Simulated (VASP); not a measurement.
Crystal: CsTaS2.

```xyz
4
Lattice="3.5424 0.0000 0.0000 -1.7712 3.0678 0.0000 0.0000 0.0000 8.2685" Properties=species:S:1:pos:R:3 pbc="T T T"
Cs    0.0000    0.0000    4.1342
Ta    0.0000    2.0452    0.0000
S     1.7712    1.0226    1.5030
S     1.7712    1.0226    6.7655
```

The cell was built by a generator and needn't be a form met in nature.

* Program: VASP 6.6.1
* Task: relaxation of cell and atoms
* Functional: rev-vdW-DF2
* Potentials or basis: VASP PAW PBE potentials, release 64 (Cs_sv, Ta_pv, S)
* Cutoff: 600 eV
* k mesh: 7 × 7 × 3
* Occupations: fermi-dirac, width 0.05 eV
* Spin: no spin polarisation

At the start: pressure -1.4 GPa; volume 22.46 Å³/atom.

**Question.** Where does the relaxation end?

**Answer.** Over 6 steps the energy falls by 2.2 meV/atom and the volume is 22.02 Å³/atom (-2.0 %); space group P-6m2 (No. 187, to 0.05 Å).

The path:
| step | energy change (eV) | largest force (eV/Å) | pressure (GPa) | volume (Å³) |
| --- | --- | --- | --- | --- |
| 1 | 0.0000 | 0.0280 | -1.44 | 89.86 |
| 2 | -0.0027 | 0.2662 | 1.29 | 87.25 |
| 3 | -0.0069 | 0.1599 | 0.05 | 88.38 |
| 4 | -0.0084 | 0.0439 | 0.00 | 88.17 |
| 5 | -0.0085 | 0.0195 | -0.01 | 88.13 |
| 6 | -0.0086 | 0.0109 | 0.00 | 88.10 |

Final structure:
```
CELL_PARAMETERS angstrom
3.51578 0.00000 0.00000
-1.75789 3.04475 0.00000
0.00000 0.00000 8.22994
ATOMIC_POSITIONS crystal
Cs 0.00000 0.00000 0.50000
Ta 0.33333 0.66667 0.00000
S 0.66667 0.33333 0.18309
S 0.66667 0.33333 0.81691
```

Caveat: the PAW data sets were made with another functional, which shifts forces and pressure a little.
